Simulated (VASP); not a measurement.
VASP ran on this input.

KPOINTS:
```
Automatic mesh
0
gamma
 17 17 17
0 0 0
```

POSCAR:
```
Al
1.0
  0.0000000000   2.0163895635   2.0163895635
  2.0163895635   0.0000000000   2.0163895635
  2.0163895635   2.0163895635   0.0000000000
Al
1
direct
  0.0000000000   0.0000000000   0.0000000000
```

### INCAR
```
ALGO=Normal
ENCUT=520
NELM=100
LREAL=.FALSE.
PARAM2=0.7114
LORBIT=11
EDIFF=1E-7
AGGAC=0.0
ZAB_VDW=-1.8867
PREC=Accurate
GGA=MK
LCHARG=.TRUE.
SYSTEM=Al
ISIF=2   # forces and stress, cell fixed
LASPH=.TRUE.
NEDOS=601
PARAM1=0.1234568
LUSE_VDW=.TRUE.
ISMEAR=-5   # tetrahedra, Bloechl
LWAVE=.FALSE.
```

POTCAR, in this order: Al (PBE.64 set). Program: vasp_std.

**Question.** Write an equivalent input for Quantum ESPRESSO's pw.x.

**Answer.** One equivalent input (not run):
```
&CONTROL
  calculation = 'scf'
  pseudo_dir = './pseudo'
  outdir = './out'
  tprnfor = .true.
  tstress = .true.
/
&SYSTEM
  ibrav = 0
  nat = 1
  ntyp = 1
  ecutwfc = 40
  occupations = 'tetrahedra'
  input_dft = 'vdw-df2-b86r'
/
&ELECTRONS
  conv_thr = 7.3e-09
  electron_maxstep = 100
/
ATOMIC_SPECIES
  Al 26.982 Al.upf
CELL_PARAMETERS angstrom
    -0.0000000    2.0163896    2.0163896
     2.0163896   -0.0000000    2.0163896
     2.0163896    2.0163896   -0.0000000
ATOMIC_POSITIONS crystal
  Al   0.0000000  0.0000000  0.0000000
K_POINTS automatic
  17 17 17 0 0 0
```
The two are equivalent in intent, not identical: the potentials are each code's own (VASP's PAW set, PseudoDojo norm-conserving files in pw.x), so ENCUT and ecutwfc are chosen apart and not converted; conv_thr bounds pw.x's estimated SCF error, while EDIFF bounds the energy change between steps.

The compound is Al in the fcc structure. It was relaxed first.
